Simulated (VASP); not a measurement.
Here is a VASP 6.6.1 calculation.

File POSCAR:

```
Ba2Tl5V3O12
1.0
    6.0437000000      0.0954900000     -0.4538500000
   -2.5758800000      5.5423000000      0.0296100000
   -1.2131500000     -2.0613200000     13.9219600000
Ba V Tl O
2 3 5 12
Direct
    0.8825100000      0.0156100000      0.4732000000
    0.5788600000      0.7968800000      0.8892200000
    0.2693600000      0.1058000000      0.9846800000
    0.1162900000      0.5582000000      0.3391400000
    0.6080700000      0.3069600000      0.6655200000
    0.4836100000      0.2899100000      0.3837300000
    0.0831100000      0.0748500000      0.7486900000
    0.7727900000      0.8939800000      0.1771900000
    0.2979100000      0.6659900000      0.6010700000
    0.9720100000      0.4663600000      0.0474000000
    0.0245800000      0.0564700000      0.0435400000
    0.1636900000      0.8697500000      0.8875400000
    0.3358500000      0.3728900000      0.9381800000
    0.5330800000      0.1024200000      0.0489200000
    0.4267400000      0.6776200000      0.4006300000
    0.9519700000      0.6420200000      0.4121100000
    0.0069600000      0.2404100000      0.3256500000
    0.0837300000      0.6486500000      0.2303200000
    0.8589000000      0.3321400000      0.6165200000
    0.6367300000      0.5816300000      0.7239000000
    0.5634300000      0.0992000000      0.7442300000
    0.3498400000      0.2022600000      0.5686200000
```

The input INCAR.step1:

```
SYSTEM = Ba2Tl5V3O12
ALGO     = Normal         ! electronic algorithm
EDIFF    = 1E-6           ! SCF threshold, eV
ENCUT    = 520            ! plane-wave cutoff, eV
GGA      = PE             ! functional
ISIF     = 2              ! what is computed and relaxed
ISMEAR   = -1             ! smearing method
ISPIN    = 2              ! spin polarisation
KPAR     = 4            
LASPH    = .True.         ! aspherical terms in the spheres
LCHARG   = .True.         ! write CHGCAR
LMAXMIX  = 4              ! l up to which the mixer works
LORBIT   = 11             ! projections on sites
LREAL    = .False.        ! projectors in reciprocal space
LWAVE    = .False.        ! write WAVECAR
MAGMOM   = 0 0 2 2 2 0 0 0 0 0 0 0 0 0 0 0 0 0 0 0 0 0 ! initial moments
NELM     = 100            ! most SCF steps
PREC     = Accurate       ! precision mode
SIGMA    = 0.05           ! smearing width, eV
```

Contents of KPOINTS.step1:

```
k-points
0
Gamma
  5 5 2
  0 0 0
```

Contents of INCAR.step2:

```
SYSTEM = Ba2Tl5V3O12
ALGO     = Normal         ! electronic algorithm
EDIFF    = 1E-6           ! SCF threshold, eV
ENCUT    = 520            ! plane-wave cutoff, eV
GGA      = PE             ! functional
ICHARG   = 11             ! starting density
ISIF     = 2              ! what is computed and relaxed
ISMEAR   = 0              ! smearing method
ISPIN    = 2              ! spin polarisation
KPAR     = 4            
LASPH    = .True.         ! aspherical terms in the spheres
LCHARG   = .False.        ! write CHGCAR
LMAXMIX  = 4              ! l up to which the mixer works
LORBIT   = 11             ! projections on sites
LREAL    = .False.        ! projectors in reciprocal space
LWAVE    = .False.        ! write WAVECAR
MAGMOM   = 0 0 2 2 2 0 0 0 0 0 0 0 0 0 0 0 0 0 0 0 0 0 ! initial moments
NELM     = 100            ! most SCF steps
PREC     = Accurate       ! precision mode
SIGMA    = 0.05           ! smearing width, eV
```

KPOINTS.step2

```
path XGY,LGZ,NGM,RG
10
line-mode
reciprocal
 0.0000000000  0.0000000000 -0.5000000000  X
 0.0000000000  0.0000000000  0.0000000000  G

 0.0000000000  0.0000000000  0.0000000000  G
 0.0000000000  0.5000000000  0.0000000000  Y

 0.0000000000  0.5000000000 -0.5000000000  L
 0.0000000000  0.0000000000  0.0000000000  G

 0.0000000000  0.0000000000  0.0000000000  G
 0.5000000000 -0.5000000000  0.0000000000  Z

 0.5000000000 -0.5000000000 -0.5000000000  N
 0.0000000000  0.0000000000  0.0000000000  G

 0.0000000000  0.0000000000  0.0000000000  G
 0.5000000000  0.0000000000  0.0000000000  M

 0.5000000000  0.0000000000 -0.5000000000  R
 0.0000000000  0.0000000000  0.0000000000  G
```

Potentials or basis: VASP PAW PBE potentials, release 64 (Ba_sv, V_sv, Tl_d, O).

Launch:

```console
$ cat potpaw_PBE.64/Ba_sv/POTCAR potpaw_PBE.64/V_sv/POTCAR potpaw_PBE.64/Tl_d/POTCAR potpaw_PBE.64/O/POTCAR > POTCAR
$ cp INCAR.step1 INCAR
$ cp KPOINTS.step1 KPOINTS
$ mpirun -np 4 vasp_std > vasp.out
$ cp INCAR.step2 INCAR
$ cp KPOINTS.step2 KPOINTS
$ mpirun -np 4 vasp_std > vasp.out
```

**Question.** Estimate the net moment.

**Answer.** 0.00 μB per cell.

**Question.** What does it give for the band gap on the k mesh?

**Answer.** 3.02 eV, indirect (least direct gap 3.03 eV).

Levels at the corners of the path, in eV from the valence-band top:
Spin up:
```
point  band 95  band 96  band 97  band 98  band 99  band 100  band 101  band 102
    X    -0.55    -0.37    -0.22    -0.15     3.09      3.23      3.37      3.50
    Γ    -0.53    -0.38    -0.24    -0.13     3.08      3.26      3.37      3.53
    Γ    -0.53    -0.38    -0.24    -0.13     3.08      3.26      3.37      3.53
    Y    -0.49    -0.41    -0.15    -0.10     3.16      3.37      3.41      3.44
    L    -0.52    -0.41    -0.16    -0.09     3.22      3.35      3.43      3.49
    Γ    -0.53    -0.38    -0.24    -0.13     3.08      3.26      3.37      3.53
    Γ    -0.53    -0.38    -0.24    -0.13     3.08      3.26      3.37      3.53
    Z    -0.46    -0.38    -0.13     0.00     2.93      3.30      3.38      3.51
    N    -0.48    -0.37    -0.13    -0.02     3.04      3.32      3.34      3.47
    Γ    -0.53    -0.38    -0.24    -0.13     3.08      3.26      3.37      3.53
    Γ    -0.53    -0.38    -0.24    -0.13     3.08      3.26      3.37      3.53
    M    -0.43    -0.39    -0.23    -0.04     3.22      3.35      3.40      3.45
    R    -0.44    -0.40    -0.25    -0.02     3.09      3.38      3.40      3.47
    Γ    -0.53    -0.38    -0.24    -0.13     3.08      3.26      3.37      3.53
```
Spin down:
| point | band 94 | band 95 | band 96 | band 97 | band 98 | band 99 | band 100 | band 101 | band 102 | band 103 |
| --- | --- | --- | --- | --- | --- | --- | --- | --- | --- | --- |
| X | -0.56 | -0.55 | -0.37 | -0.22 | -0.15 | 3.09 | 3.23 | 3.37 | 3.50 | 3.58 |
| Γ | -0.57 | -0.53 | -0.38 | -0.24 | -0.13 | 3.08 | 3.26 | 3.37 | 3.53 | 3.59 |
| Γ | -0.57 | -0.53 | -0.38 | -0.24 | -0.13 | 3.08 | 3.26 | 3.37 | 3.53 | 3.59 |
| Y | -0.54 | -0.49 | -0.41 | -0.15 | -0.10 | 3.16 | 3.37 | 3.41 | 3.44 | 3.58 |
| L | -0.54 | -0.52 | -0.41 | -0.16 | -0.09 | 3.22 | 3.35 | 3.43 | 3.49 | 3.55 |
| Γ | -0.57 | -0.53 | -0.38 | -0.24 | -0.13 | 3.08 | 3.26 | 3.37 | 3.53 | 3.59 |
| Γ | -0.57 | -0.53 | -0.38 | -0.24 | -0.13 | 3.08 | 3.26 | 3.37 | 3.53 | 3.59 |
| Z | -0.55 | -0.46 | -0.38 | -0.13 | 0.00 | 2.93 | 3.30 | 3.38 | 3.51 | 3.55 |
| N | -0.55 | -0.48 | -0.37 | -0.13 | -0.02 | 3.04 | 3.32 | 3.34 | 3.47 | 3.59 |
| Γ | -0.57 | -0.53 | -0.38 | -0.24 | -0.13 | 3.08 | 3.26 | 3.37 | 3.53 | 3.59 |
| Γ | -0.57 | -0.53 | -0.38 | -0.24 | -0.13 | 3.08 | 3.26 | 3.37 | 3.53 | 3.59 |
| M | -0.53 | -0.43 | -0.39 | -0.23 | -0.04 | 3.22 | 3.35 | 3.40 | 3.45 | 3.51 |
| R | -0.51 | -0.44 | -0.40 | -0.25 | -0.02 | 3.09 | 3.38 | 3.40 | 3.47 | 3.53 |
| Γ | -0.57 | -0.53 | -0.38 | -0.24 | -0.13 | 3.08 | 3.26 | 3.37 | 3.53 | 3.59 |

Caveat: the log is that of the step along the path at fixed density, whose energy, stress, charges and moments have no meaning; spin-orbit coupling is left out, which as a rule narrows the gap of such compounds by several tenths of an eV; the mesh misses the band edges, which the band path finds closer together. As with any semilocal functional, this PBE gap is likely too small.
